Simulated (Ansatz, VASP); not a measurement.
**Cross-check of H5C4N between VASP and Ansatz**

Wanted: the spread between two codes on one cell, functional and k mesh. The structure shown is frame 76 of Ansatz's trajectory.

Method: plane waves, with VASP 6.6.1 beside it; single point at LDA, in Ansatz 0.2.0.

**1. Set-up**

The cell holds 150 atoms: 60 C, 15 N and 75 H. Its edges and angles: a = 11.988 Å, b = 11.988 Å, c = 11.988 Å, α = 90.0°, β = 90.0°, γ = 90.0°. As first built, before any earlier steps moved the atoms (in the runner's words): 15 pyrrole placed at random, at 0.97 g/cm^3; overlaps pushed apart, then 10 ps at 450 K with MMFF94 bonds, angles, torsions, charges and radii (Halgren, J. Comput. Chem. 17, 490 (1996)) in harmonic and 12-6 forms. Snapshot after 20 ps at 300 K and fixed volume.

**2. Ansatz: dynamics, LDA**

Ansatz runs on its default PAW (the set named soft_2) files.

One frame of this run of dynamics is then solved in both programs, so the motion causes no difference.

Contents of input.yaml:

```yaml
crystal:
  lattice:
    - [11.98793, 0.0, 0.0]
    - [0.0, 11.98793, 0.0]
    - [0.0, 0.0, 11.98793]
  atoms:
    - { symbol: C, position: [0.39554, 0.44714, 0.29836] }
    - { symbol: C, position: [0.34711, 0.5074, 0.21057] }
    - { symbol: C, position: [0.28293, 0.59063, 0.25257] }
    - { symbol: "N", position: [0.28134, 0.56974, 0.36788] }
    - { symbol: C, position: [0.35011, 0.48044, 0.39608] }
    - { symbol: H, position: [0.4443, 0.37426, 0.27972] }
    - { symbol: H, position: [0.36421, 0.49514, 0.11878] }
    - { symbol: H, position: [0.24014, 0.6602, 0.21912] }
    - { symbol: H, position: [0.23727, 0.61819, 0.42489] }
    - { symbol: H, position: [0.3565, 0.45209, 0.48193] }
    - { symbol: C, position: [0.63402, 0.12011, 0.84221] }
    - { symbol: C, position: [0.64963, 0.23959, 0.84906] }
    - { symbol: C, position: [0.764, 0.25618, 0.82007] }
    - { symbol: "N", position: [0.80945, 0.15976, 0.78458] }
    - { symbol: C, position: [0.73171, 0.07458, 0.80546] }
    - { symbol: H, position: [0.55987, 0.07826, 0.86799] }
    - { symbol: H, position: [0.58933, 0.29417, 0.87854] }
    - { symbol: H, position: [0.82152, 0.32491, 0.81868] }
    - { symbol: H, position: [0.89187, 0.15219, 0.75288] }
    - { symbol: H, position: [0.75134, 0.98922, 0.79209] }
    - { symbol: C, position: [0.97276, 0.96067, 0.6916] }
    - { symbol: C, position: [0.00531, 0.06832, 0.65857] }
    - { symbol: C, position: [0.06535, 0.11354, 0.74757] }
    - { symbol: "N", position: [0.07085, 0.0327, 0.83099] }
    - { symbol: C, position: [0.01892, 0.93568, 0.79389] }
    - { symbol: H, position: [0.92902, 0.90117, 0.63811] }
    - { symbol: H, position: [0.98284, 0.11769, 0.58311] }
    - { symbol: H, position: [0.11412, 0.19257, 0.75912] }
    - { symbol: H, position: [0.11339, 0.03386, 0.90424] }
    - { symbol: H, position: [0.02574, 0.86305, 0.84451] }
    - { symbol: C, position: [0.67873, 0.65368, 0.66452] }
    - { symbol: C, position: [0.66684, 0.75119, 0.72761] }
    - { symbol: C, position: [0.7136, 0.72926, 0.82927] }
    - { symbol: "N", position: [0.76178, 0.62561, 0.82696] }
    - { symbol: C, position: [0.74589, 0.57904, 0.72318] }
    - { symbol: H, position: [0.64294, 0.64274, 0.58342] }
    - { symbol: H, position: [0.61202, 0.82091, 0.70952] }
    - { symbol: H, position: [0.71952, 0.77183, 0.90557] }
    - { symbol: H, position: [0.80413, 0.58475, 0.885] }
    - { symbol: H, position: [0.77655, 0.50018, 0.69593] }
    - { symbol: C, position: [0.92726, 0.1374, 0.0553] }
    - { symbol: C, position: [0.04, 0.16155, 0.07283] }
    - { symbol: C, position: [0.05822, 0.2063, 0.17516] }
    - { symbol: "N", position: [0.95151, 0.21111, 0.22038] }
    - { symbol: C, position: [0.87256, 0.1764, 0.14437] }
    - { symbol: H, position: [0.89076, 0.1042, 0.9815] }
    - { symbol: H, position: [0.10712, 0.13801, 0.0169] }
    - { symbol: H, position: [0.13368, 0.22923, 0.22204] }
    - { symbol: H, position: [0.92534, 0.23274, 0.30234] }
    - { symbol: H, position: [0.7825, 0.17989, 0.16564] }
    - { symbol: C, position: [0.95951, 0.39994, 0.54583] }
    - { symbol: C, position: [0.95482, 0.46168, 0.44645] }
    - { symbol: C, position: [0.04273, 0.42741, 0.3814] }
    - { symbol: "N", position: [0.10206, 0.35703, 0.43978] }
    - { symbol: C, position: [0.0539, 0.33784, 0.54288] }
    - { symbol: H, position: [0.90096, 0.40352, 0.61108] }
    - { symbol: H, position: [0.87833, 0.50555, 0.4215] }
    - { symbol: H, position: [0.06907, 0.44333, 0.29716] }
    - { symbol: H, position: [0.1689, 0.31209, 0.41096] }
    - { symbol: H, position: [0.09091, 0.28897, 0.60683] }
    - { symbol: C, position: [0.31724, 0.82602, 0.5379] }
    - { symbol: C, position: [0.2115, 0.78943, 0.50736] }
    - { symbol: C, position: [0.18756, 0.69772, 0.57368] }
    - { symbol: "N", position: [0.28457, 0.6748, 0.64085] }
    - { symbol: C, position: [0.35911, 0.75131, 0.61877] }
    - { symbol: H, position: [0.35905, 0.89741, 0.49985] }
    - { symbol: H, position: [0.15778, 0.8267, 0.44282] }
    - { symbol: H, position: [0.11408, 0.64473, 0.58511] }
    - { symbol: H, position: [0.29442, 0.61255, 0.69835] }
    - { symbol: H, position: [0.44391, 0.75066, 0.64457] }
    - { symbol: C, position: [0.30546, 0.92457, 0.02088] }
    - { symbol: C, position: [0.34747, 0.01949, 0.97053] }
    - { symbol: C, position: [0.33584, 0.00431, 0.85587] }
    - { symbol: "N", position: [0.29466, 0.89714, 0.83831] }
    - { symbol: C, position: [0.27986, 0.84732, 0.94185] }
    - { symbol: H, position: [0.29907, 0.90546, 0.10777] }
    - { symbol: H, position: [0.38233, 0.09412, 0.00881] }
    - { symbol: H, position: [0.35805, 0.05943, 0.78695] }
    - { symbol: H, position: [0.28612, 0.86754, 0.76109] }
    - { symbol: H, position: [0.25156, 0.76394, 0.94556] }
    - { symbol: C, position: [0.78388, 0.51864, 0.19737] }
    - { symbol: C, position: [0.74481, 0.48094, 0.09558] }
    - { symbol: C, position: [0.63558, 0.51938, 0.08861] }
    - { symbol: "N", position: [0.61268, 0.57028, 0.18825] }
    - { symbol: C, position: [0.7008, 0.56504, 0.2609] }
    - { symbol: H, position: [0.87305, 0.51391, 0.2189] }
    - { symbol: H, position: [0.7964, 0.44099, 0.03087] }
    - { symbol: H, position: [0.57743, 0.51642, 0.02196] }
    - { symbol: H, position: [0.54375, 0.61191, 0.21166] }
    - { symbol: H, position: [0.69939, 0.61255, 0.3403] }
    - { symbol: C, position: [0.43513, 0.51182, 0.81603] }
    - { symbol: C, position: [0.40594, 0.42157, 0.74769] }
    - { symbol: C, position: [0.29344, 0.40772, 0.76954] }
    - { symbol: "N", position: [0.26421, 0.47339, 0.85888] }
    - { symbol: C, position: [0.35334, 0.53686, 0.88792] }
    - { symbol: H, position: [0.52161, 0.54027, 0.81187] }
    - { symbol: H, position: [0.45455, 0.37473, 0.69116] }
    - { symbol: H, position: [0.23662, 0.35123, 0.73273] }
    - { symbol: H, position: [0.1916, 0.4651, 0.89563] }
    - { symbol: H, position: [0.35688, 0.59205, 0.95828] }
    - { symbol: C, position: [0.54949, 0.82724, 0.11792] }
    - { symbol: C, position: [0.50003, 0.80126, 0.22118] }
    - { symbol: C, position: [0.57388, 0.8258, 0.30649] }
    - { symbol: "N", position: [0.67142, 0.85565, 0.2581] }
    - { symbol: C, position: [0.65527, 0.87258, 0.14384] }
    - { symbol: H, position: [0.50734, 0.82462, 0.04059] }
    - { symbol: H, position: [0.41406, 0.78028, 0.22834] }
    - { symbol: H, position: [0.5694, 0.83615, 0.3932] }
    - { symbol: H, position: [0.74248, 0.86823, 0.29468] }
    - { symbol: H, position: [0.71755, 0.90972, 0.09022] }
    - { symbol: C, position: [0.91258, 0.81359, 0.3905] }
    - { symbol: C, position: [0.98963, 0.77517, 0.3086] }
    - { symbol: C, position: [0.02427, 0.8578, 0.23512] }
    - { symbol: "N", position: [0.96367, 0.95052, 0.27344] }
    - { symbol: C, position: [0.89991, 0.92201, 0.36171] }
    - { symbol: H, position: [0.88315, 0.76768, 0.46293] }
    - { symbol: H, position: [0.02583, 0.69412, 0.29986] }
    - { symbol: H, position: [0.07778, 0.8636, 0.16602] }
    - { symbol: H, position: [0.96246, 0.02829, 0.23657] }
    - { symbol: H, position: [0.85329, 0.98407, 0.4089] }
    - { symbol: C, position: [0.67509, 0.14334, 0.39191] }
    - { symbol: C, position: [0.68256, 0.26044, 0.39196] }
    - { symbol: C, position: [0.67187, 0.29265, 0.50555] }
    - { symbol: "N", position: [0.65937, 0.19723, 0.56778] }
    - { symbol: C, position: [0.65749, 0.10506, 0.49632] }
    - { symbol: H, position: [0.65957, 0.08805, 0.32135] }
    - { symbol: H, position: [0.68422, 0.31614, 0.31912] }
    - { symbol: H, position: [0.66869, 0.37014, 0.55678] }
    - { symbol: H, position: [0.64569, 0.18808, 0.651] }
    - { symbol: H, position: [0.63867, 0.02275, 0.53439] }
    - { symbol: C, position: [0.01037, 0.51716, 0.86104] }
    - { symbol: C, position: [0.04832, 0.60507, 0.9355] }
    - { symbol: C, position: [0.06089, 0.55516, 0.03699] }
    - { symbol: "N", position: [0.04564, 0.44378, 0.02965] }
    - { symbol: C, position: [0.01748, 0.41572, 0.92239] }
    - { symbol: H, position: [0.99011, 0.51527, 0.77174] }
    - { symbol: H, position: [0.05105, 0.69298, 0.90999] }
    - { symbol: H, position: [0.0712, 0.59226, 0.11337] }
    - { symbol: H, position: [0.0451, 0.38783, 0.09107] }
    - { symbol: H, position: [0.00825, 0.32895, 0.89168] }
    - { symbol: C, position: [0.22349, 0.11652, 0.4182] }
    - { symbol: C, position: [0.26987, 0.06537, 0.31921] }
    - { symbol: C, position: [0.37396, 0.10327, 0.30054] }
    - { symbol: "N", position: [0.3999, 0.16339, 0.39507] }
    - { symbol: C, position: [0.31016, 0.16707, 0.46916] }
    - { symbol: H, position: [0.13852, 0.10676, 0.45103] }
    - { symbol: H, position: [0.22582, 0.01065, 0.25768] }
    - { symbol: H, position: [0.43587, 0.08493, 0.23799] }
    - { symbol: H, position: [0.47853, 0.19338, 0.41029] }
    - { symbol: H, position: [0.32751, 0.2059, 0.54751] }
kpoints:
  mp_grid: { grid: [1, 1, 1] }
hamiltonian:
  xc: lda
scf:
  occupations: { method: gaussian, width: 0.025 }
output:
  forces: true
md:
  timestep: 0.5
  n_steps: 229
  ensemble: nve
  temperature: 300
  initial_velocities: maxwell_boltzmann
  seed: 1126
```

Run with:

```
$ ansatz run input.yaml --threads 4 --pin off --max-ram 8192MiB --backend cpu --events-out ev --progress --plain --runs-dir out
```

Numbers of over 12 decimals in the logs are rounded to 6 here.

The log of the run:

```text
Warning: md: disabling space-group detection — thermal motion breaks the input geometry's symmetry, so no spatial operation reduces the k-mesh or symmetrises the density; time reversal is kept, so that k and −k are solved as one point where they differ and the mesh holds both, and exact exchange and, on two spinor components, a DFT+U term hold to it where the run has them: on two components no moment then forms, and  [...]
Engine: ansatz 0.2.0, aarch64-unknown-linux-gnu
Pseudopotentials: kind: paw
Pseudopotential: C, paw, valence charge 4, recommended cutoff 420 eV (normal), C.paw.azcp
Pseudopotential: N, paw, valence charge 5, recommended cutoff 420 eV (normal), N.paw.azcp
Pseudopotential: H, paw, valence charge 1, recommended cutoff 420 eV (normal), H.paw.azcp
Functional definition: SPW92
  exchange = slater_x
  correlation = pw_c
Crystal: 150 atoms, lattice volume = 1722.791 Å³
Basis set: ecut = 420 eV, 33641 PW (Γ)
Bands: 345, of which v1, the nominal top of the filled ones, is band 195 counted from 1 (194 counted from 0)
Symmetry: 1 space group operations
k-points: 1
Non-local potential: C, projectors of the file, l = 0: 2, l = 1: 2, l = 2: 1
Non-local potential: N, projectors of the file, l = 0: 2, l = 1: 2, l = 2: 1
Non-local potential: H, projectors of the file, l = 0: 2, l = 1: 1
PAW form: soft (Blöchl's): semilocal exchange-correlation on the pseudo side does not see the compensation charge
PAW frozen core: C, regenerated for the run's functional, and the local potential with it (the file was generated under x = pbe(κ = 0.804, μ = 0.219515), c = pbe(β = 0.066725))
PAW frozen core: N, regenerated for the run's functional, and the local potential with it (the file was generated under x = pbe(κ = 0.804, μ = 0.219515), c = pbe(β = 0.066725))
PAW one-centre angular grid: C, 110 points (default); XC on 64 Gauss nodes
PAW one-centre angular grid: N, 110 points (default); XC on 64 Gauss nodes
PAW one-centre angular grid: H, 110 points (default); XC on 64 Gauss nodes
Initial density: superposition of atomic densities (neutral atoms: chi_scale 0, normalization atom), corrected by the library's trained network
Initial wavefunctions: pseudopotential atomic-orbital guess
Functional: x = slater, c = lda
SCF iter   1: F=—  HF=-21352.584057 eV  |F-HF|=—  |Δ(HF+E_count)|=         —  Δρ=1.11e-2  dr2=2.15e0  ethr=1.77e-3  ⟨swp⟩=6.0  Hψ=1595  notcnv=0  defer=55
preconditioner: auto → Resta (q_TF=auto, 2.130 Å⁻¹)  ε∞=2.4  [insulator: Δε(μ)=4.103 eV  Ē_g=15.002 eV  σ=0.025 eV  W_gap=1.00  n_scr=256 (ndim 8)  ℏωp=17.7 eV  f_vac=0.223  D(μ)=0.00/eV (n_scr^D=0)  ε∞_Penn≈2.4]
SCF iter   2: F=—  HF=-21351.936241 eV  |F-HF|=—  |Δ(HF+E_count)|=   6.48e-1  Δρ=4.49e-3  dr2=3.02e-1  ethr=5.50e-4  ⟨swp⟩=3.0  Hψ=595  notcnv=0  defer=145
SCF iter   3: F=—  HF=-21351.858204 eV  |F-HF|=—  |Δ(HF+E_count)|=   7.80e-2  Δρ=1.81e-3  dr2=7.28e-2  ethr=7.75e-5  ⟨swp⟩=2.0  Hψ=395  notcnv=0  defer=145
SCF iter   4: F=—  HF=-21351.845224 eV  |F-HF|=—  |Δ(HF+E_count)|=   1.30e-2  Δρ=5.41e-4  dr2=8.83e-3  ethr=1.87e-5  ⟨swp⟩=2.0  Hψ=399  notcnv=0  defer=145
SCF iter   5: F=—  HF=-21351.845784 eV  |F-HF|=—  |Δ(HF+E_count)|=   5.60e-4  Δρ=1.94e-4  dr2=1.05e-3  ethr=2.26e-6  ⟨swp⟩=2.0  Hψ=592  notcnv=0  defer=145
SCF iter   6: F=—  HF=-21351.846226 eV  |F-HF|=—  |Δ(HF+E_count)|=   4.42e-4  Δρ=1.33e-4  dr2=4.15e-4  ethr=2.69e-7  ⟨swp⟩=2.0  Hψ=395  notcnv=0  defer=145
SCF iter   7: F=—  HF=-21351.846188 eV  |F-HF|=—  |Δ(HF+E_count)|=   3.79e-5  Δρ=2.54e-5  dr2=1.25e-5  ethr=1.06e-7  ⟨swp⟩=2.0  Hψ=395  notcnv=0  defer=145
SCF iter   8: F=—  HF=-21351.848581 eV  |F-HF|=—  |Δ(HF+E_count)|=   2.39e-3  Δρ=1.34e-5  dr2=4.06e-6  ethr=3.21e-9  ⟨swp⟩=2.0  Hψ=395  notcnv=0  defer=145
SCF iter   9: F=—  HF=-21351.848583 eV  |F-HF|=—  |Δ(HF+E_count)|=   1.60e-6  Δρ=3.32e-6  dr2=3.02e-7  ethr=1.04e-9  ⟨swp⟩=2.0  Hψ=393  notcnv=0  defer=145
SCF iter  10: F=-21351.848584 eV  HF=-21351.848583 eV  |F-HF|=4.30e-8  |Δ(HF+E_count)|=   4.58e-7  Δρ=1.38e-6  dr2=4.92e-8  ethr=2.56e-11  ⟨swp⟩=4.0  Hψ=844  notcnv=0
SCF 1 converged in 10 iterations: F = -21351.848584 eV  dr2 = 4.92e-8
  greatest PAW one-centre occupation: 0.796 electrons in one spin orbital (limit 2), on the N atom at site 53 (counted from 0), in its partial waves of l = 0
md step     0: t =     0.00 fs  T =   300.0 K  F+E_penalty+E_count = -21351.84858351 eV  E_kin = 5.777922 eV  conserved = -21346.07066156 eV  (10 SCF iters)
Initial density: handed on by an earlier stage of this run
Initial wavefunctions: those handed on with the density
[...]
--- Per-component energies (eV) ---
  E_band       = -3085.390441
  E_kinetic    = 8431.739993
  E_local      = -28105.024826  (includes V_loc(G=0)·N_el)
  E_nonlocal   = 2545.283887
  E_hartree    = 10175.699380
  E_xc         = -4353.888031
  E_vxc        = -5482.350658  (∫ρ·V_xc dr)
  E_paw        = -7337.590128  (= ΣΔE_a)
  E_vpaw       = -826.340381  (= ΣTr[D̂ρ^β])
  E_aug_tail   = -0.093413  (compensation charges beyond the density's cutoff)
  E_ewald      = -2712.521845
  E_core_change = 4.970611  (= ΣΔE_core)
  E_smearing   = -0.000000  (= −TS)
  E_closure    = -0.000000  (closes the sum)
  Σ components = -21351.424373   (vs F -21351.424373, Δ=0.00e0)
--- Forces (eV/Å), atoms counted from 1 ---
  atom   1  C      0.62361003    -0.62503261    -0.60233335
  atom   2  C     -0.22843304     0.59759843    -0.13792530
  atom   3  C      0.64723034     0.15933018     0.59165591
  atom   4  N     -0.63727206    -1.01653983    -1.66654329
  atom   5  C     -0.88312905     1.59933852     0.30784736
  atom   6  H     -0.71044088     0.17652228     0.20133532
  atom   7  H     -0.17320263    -0.22560808    -0.52920158
  atom   8  H      0.46291924    -0.82143132    -0.36310354
  atom   9  H     -0.02181541     0.88246514     1.44936925
  atom  10  H      0.97076449    -0.51003198     0.65508245
  atom  11  C      0.26967984     0.10315979     0.13165492
  atom  12  C     -0.70529431    -0.29801031     0.24802940
  atom  13  C      0.87939624     0.21973853    -0.30030910
  atom  14  N      0.32588379    -1.28972675     0.70131582
  atom  15  C      0.00411666     2.96821133    -0.44984523
  atom  16  H      1.16161754     0.10708696    -0.20531653
  atom  17  H      0.12513428    -0.83762396    -0.13682460
  atom  18  H      0.07314871     0.43144805    -0.06410042
  atom  19  H     -2.14680914     0.41851619     0.26382368
  atom  20  H      0.11125498    -1.51372505    -0.04400773
  atom  21  C      1.58037705     0.32379699     0.28482390
  atom  22  C     -0.97911433    -0.32146812     0.11264889
  atom  23  C      0.31914626    -0.03983162     0.84742423
  atom  24  N     -0.34870861    -0.66556967    -1.37952259
[...]
atom 143  C     -0.05989413     0.18920632     2.08080723
  atom 144  N     -0.48396227     0.04575785     1.03167285
  atom 145  C      1.73703562     1.93884247    -0.33526327
  atom 146  H     -1.16607374    -0.36947670     0.88034876
  atom 147  H      0.24203939     0.61523431     0.16029014
  atom 148  H      0.31446373    -0.29903143    -0.66547149
  atom 149  H     -0.33967244    -0.26045799    -0.76899553
  atom 150  H     -0.30662624    -0.81789027    -0.37180352
  max |Σ_I F_I| component: 1.57e-4 eV/Å
--- MD trajectory: 229 steps, t = 0.0 → 114.5 fs ---
  final state: T = 278.3 K   F+E_penalty+E_count = -21351.42437280 eV   E_kin = 5.359226 eV
  conserved energy: peak-to-peak 1.122e-2 eV (7.481e-5 eV/atom) over 114.5 fs
```

(Continued in part 2 of 2.)

[Lines on the potential files, build, host, timing and source positions are cut from VASP's logs without a mark.]

[Logs are printed without paths, hosts, clocks, repeated set-up lines and the standing remarks that a program may print on its own settings, such as how far it seeks lower states.]

[Hosts, paths, dates, database ids (printed as entryN), source tags and the programs' standing remarks are cut or masked in the printed files.]

[The MMFF94 radii named for the starting cell were scaled by 0.96; in molecules described by MMFF94, hydrogen bound to N, O or S took a small fixed 12-6 site in their place.]
